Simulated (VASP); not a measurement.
Output of a VASP run:

**OSZICAR**
```
...
DAV:   6    -0.942103424860E+01   -0.29217E-05   -0.40034E-06   824   0.156E-02    0.167E-02
DAV:   7    -0.942103482647E+01   -0.57788E-06   -0.64503E-07   634   0.550E-03    0.450E-03
DAV:   8    -0.942103502374E+01   -0.19726E-06   -0.81139E-08   427   0.222E-03    0.146E-03
DAV:   9    -0.942103503032E+01   -0.65843E-08   -0.12355E-08   312   0.933E-04
   3 F= -.10700584E+02 E0= -.10700539E+02  d E =-.189745E-01
       N       E                     dE             d eps       ncg     rms          rms(c)
DAV:   1    -0.942134252963E+01   -0.30751E-03   -0.76387E-02   624   0.154E+00    0.278E-01
DAV:   2    -0.942154814177E+01   -0.20561E-03   -0.31006E-03   694   0.346E-01    0.609E-02
DAV:   3    -0.942150967173E+01    0.38470E-04   -0.65956E-05   704   0.601E-02    0.426E-02
DAV:   4    -0.942150078704E+01    0.88847E-05   -0.52915E-05   644   0.465E-02    0.146E-02
DAV:   5    -0.942150200801E+01   -0.12210E-05   -0.66941E-06   649   0.162E-02    0.666E-03
DAV:   6    -0.942150230500E+01   -0.29699E-06   -0.21536E-07   543   0.387E-03    0.448E-03
DAV:   7    -0.942150241082E+01   -0.10582E-06   -0.44444E-08   312   0.179E-03    0.137E-03
DAV:   8    -0.942150245235E+01   -0.41532E-07   -0.10328E-08   312   0.927E-04
   4 F= -.10700929E+02 E0= -.10700909E+02  d E =-.193195E-01
       N       E                     dE             d eps       ncg     rms          rms(c)
DAV:   1    -0.942148073769E+01    0.21673E-04   -0.16451E-03   624   0.226E-01    0.404E-02
DAV:   2    -0.942148443893E+01   -0.37012E-05   -0.66988E-05   694   0.508E-02    0.894E-03
DAV:   3    -0.942148320288E+01    0.12360E-05   -0.14303E-06   709   0.884E-03    0.630E-03
DAV:   4    -0.942148250453E+01    0.69835E-06   -0.11500E-06   644   0.685E-03    0.216E-03
DAV:   5    -0.942148248163E+01    0.22901E-07   -0.13826E-07   322   0.242E-03
   5 F= -.10700927E+02 E0= -.10700905E+02  d E =-.193179E-01
       N       E                     dE             d eps       ncg     rms          rms(c)
DAV:   1    -0.942176936683E+01   -0.28686E-03   -0.11247E-02   624   0.620E-01    0.533E-02
DAV:   2    -0.942177993307E+01   -0.10566E-04   -0.46070E-04   694   0.133E-01    0.263E-02
DAV:   3    -0.942177092337E+01    0.90097E-05   -0.19937E-05   704   0.313E-02    0.102E-02
DAV:   4    -0.942177130271E+01   -0.37934E-06   -0.49938E-06   699   0.139E-02    0.305E-03
DAV:   5    -0.942177146504E+01   -0.16233E-06   -0.32048E-07   629   0.361E-03    0.278E-03
DAV:   6    -0.942177158804E+01   -0.12300E-06   -0.45383E-08   312   0.170E-03    0.814E-04
DAV:   7    -0.942177162055E+01   -0.32514E-07   -0.22817E-08   312   0.117E-03
   6 F= -.10701225E+02 E0= -.10701193E+02  d E =-.297261E-03
       N       E                     dE             d eps       ncg     rms          rms(c)
DAV:   1    -0.942194308058E+01   -0.17149E-03   -0.37917E-02   624   0.114E+00    0.988E-02
DAV:   2    -0.942197643056E+01   -0.33350E-04   -0.15509E-03   694   0.244E-01    0.484E-02
DAV:   3    -0.942194466269E+01    0.31768E-04   -0.66744E-05   709   0.573E-02    0.190E-02
DAV:   4    -0.942194505498E+01   -0.39229E-06   -0.17043E-05   704   0.257E-02    0.555E-03
DAV:   5    -0.942194548965E+01   -0.43468E-06   -0.11262E-06   654   0.674E-03    0.505E-03
DAV:   6    -0.942194578176E+01   -0.29211E-06   -0.14779E-07   402   0.304E-03    0.158E-03
DAV:   7    -0.942194585549E+01   -0.73728E-07   -0.82459E-08   377   0.221E-03
   7 F= -.10701417E+02 E0= -.10701359E+02  d E =-.489499E-03
```

### OUTCAR
```
------------------------ aborting loop because EDIFF is reached ----------------------------------------
 Edisp (eV)   -1.27947
  FORCE on cell =-STRESS in cart. coord.  units (eV):
  Direction    XX          YY          ZZ          XY          YZ          ZX
  --------------------------------------------------------------------------------------
  Total      -1.01038    -1.01038    -1.01452     0.00000    -0.00000    -0.00000
  in kB     -15.77020   -15.77020   -15.83480     0.00000    -0.00000    -0.00000
  external pressure =      -15.79 kB  Pullay stress =        0.00 kB
  volume of cell :      102.65
      direct lattice vectors                 reciprocal lattice vectors
     2.229748836 -3.862038073  0.000000000     0.224240503 -0.129465321  0.000000000
     2.229748836  3.862038073 -0.000000000     0.224240503  0.129465321 -0.000000000
    -0.000000000  0.000000000  5.960131604     0.000000000  0.000000000  0.167781530
 POSITION                                       TOTAL-FORCE (eV/Angst)
 -----------------------------------------------------------------------------------
      2.83840     -2.80782      3.97342         0.001417      0.002454      0.000000
      3.24219      0.00000     -0.00000        -0.002834     -0.000000     -0.000000
      2.83840      2.80782      1.98671         0.001417     -0.002454     -0.000000
 -----------------------------------------------------------------------------------
    total drift:                               -0.000180     -0.000398      0.000014
  FREE ENERGIE OF THE ION-ELECTRON SYSTEM (eV)
  ---------------------------------------------------
  free  energy   TOTEN  =       -10.7014167981 eV

  energy  without entropy=      -10.7013011862  energy(sigma->0) =      -10.70135899

 reached required accuracy - stopping structural energy minimisation
```
(Selected blocks of OUTCAR.)

POSCAR:
```
Te
1
    2.2055996706    -3.8202104110     0.0000000000
    2.2055996706     3.8202104110     0.0000000000
    0.0000000000     0.0000000000     6.0913614997
Te
3
Direct
  1.0000000000   0.2819414760   0.6666670000
  0.7180585240   0.7180585240   0.0000000000
  0.2819414760   1.0000000000   0.3333330000
```

Question: Reconstruct the remaining input files.

Answer: This is not unique; one that fits is the input of the run itself, PBE GGA with D3 dispersion (Becke-Johnson damping), plane waves, VASP's PBE PAW potentials (set 64).

INCAR:
```
LWAVE=F
EDIFFG=-0.01   # ionic stop
IVDW=12   # D3, Becke-Johnson
IBRION=2   # conjugate gradients
EDIFF=1E-7   # SCF stop (eV)
PREC=Accurate
ALGO=Normal   # blocked Davidson
ENCUT=520   # plane-wave cut-off (eV)
ISMEAR=0
SYSTEM=Te
GGA=PE   # PBE
ISIF=4   # ions and shape, fixed volume
LCHARG=F
SIGMA=0.05   # width (eV)
LMAXMIX=4   # l cut-off of mixed one-centre charges
LASPH=T
NELM=100   # most electronic steps
NSW=30   # most ionic steps
LREAL=F   # projection in real space or not
```

### KPOINTS
```
kpoints
0
gamma
6 6 4
0 0 0
```

POTCAR, in this order: Te (PBE.64 set). Program: vasp_std.

The compound is Te in the trig structure. This cell is one point of a volume scan, at 1.06 of the reference volume. Symmetry was kept, so distortions that lower it aren't found.
